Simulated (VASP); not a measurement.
The input files of a VASP run:

File KPOINTS:
```
Regular mesh
0
G
12 12 12
```

INCAR:
```
AGGAC=0.0
ALGO=Normal
EDIFF=1E-7
EDIFFG=-0.01
ENCUT=520
GGA=CX
IBRION=2
ISIF=4
ISMEAR=1
LASPH=.True.
LCHARG=.False.
LMAXMIX=4
LREAL=.False.
LUSE_VDW=.True.
LWAVE=.False.
NELM=100
NSW=30
PREC=Accurate
SIGMA=0.1
SYSTEM=As
```

POSCAR:
```
As
1.0
  3.6063558602  -1.9207186287  -0.0474458256
  3.6063558602   1.9207186287  -0.0474458256
  2.6252160131   0.0000000000   3.1313659830
As
2
Cartesian
  2.2653323489   0.0000000000   0.6991943544
  7.5725953846   0.0000000000   2.3372799774
```

POTCAR, in this order: As (PBE.64 set). Program: vasp_std.

Q: Write an equivalent input for Quantum ESPRESSO's pw.x.

A: One equivalent input (not run):
```
&CONTROL
  calculation = 'vc-relax'
  pseudo_dir = './pseudo'
  outdir = './out'
  tprnfor = .true.
  tstress = .true.
  nstep = 30
  forc_conv_thr = 0.00039
/
&SYSTEM
  ibrav = 0
  nat = 2
  ntyp = 1
  ecutwfc = 84
  occupations = 'smearing'
  smearing = 'methfessel-paxton'
  degauss = 0.00735
  input_dft = 'vdw-df-cx'
/
&ELECTRONS
  conv_thr = 7.3e-09
  electron_maxstep = 100
/
&IONS
/
&CELL
  cell_dofree = 'shape'
/
ATOMIC_SPECIES
  As 74.922 As.upf
CELL_PARAMETERS angstrom
     3.6063559   -1.9207186   -0.0474458
     3.6063559    1.9207186   -0.0474458
     2.6252160    0.0000000    3.1313660
ATOMIC_POSITIONS crystal
  As   0.2302652  0.2302652  0.2302652
  As   0.7697348  0.7697348  0.7697348
K_POINTS automatic
  12 12 12 0 0 0
```
What does not carry over: the potentials are each code's own (VASP's PAW set, PseudoDojo norm-conserving files in pw.x), so ENCUT and ecutwfc are chosen apart and not converted; conv_thr bounds pw.x's estimated SCF error, while EDIFF bounds the energy change between steps; forc_conv_thr acts on force components and is met together with etot_conv_thr.

The compound is As in the a7 structure. This cell is one point of a volume scan, at 1.03 of the reference volume. Symmetry was kept, so distortions that lower it aren't found.
